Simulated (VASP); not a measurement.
Here is the system:

```yaml
crystal:
  lattice:
    - [4.14812, 0.00000, 0.00000]
    - [-2.07406, 3.59238, 0.00000]
    - [0.00000, 0.00000, 6.80591]
  atoms:
    - { symbol: In, position: [0.33333, 0.66667, 0.00018] }
    - { symbol: In, position: [0.66667, 0.33333, 0.50018] }
    - { symbol: P, position: [0.33333, 0.66667, 0.37482] }
    - { symbol: P, position: [0.66667, 0.33333, 0.87482] }
```

Level of theory: PBEsol GGA, VASP's PBE PAW potentials (set 64) (plane waves; VASP 6.6.1). Settings: 400 eV cut-off, 7×7×4 Γ-centred mesh, Gaussian smearing of 0.050 eV, potentials In_d P.

What does the run give for the energy per atom (σ→0)?

| Property | Result |
|---|---|
| energy per atom (σ→0) | -441.2 kJ/mol-atom |

Total energies compare only between runs with the same potentials, cut-off and functional.

The structure was generated: InP was put into the wurtzite type (P6_3mc), which need not be its known phase. It was relaxed first, which changed the volume by +7 %. The start is the result of an earlier pass.
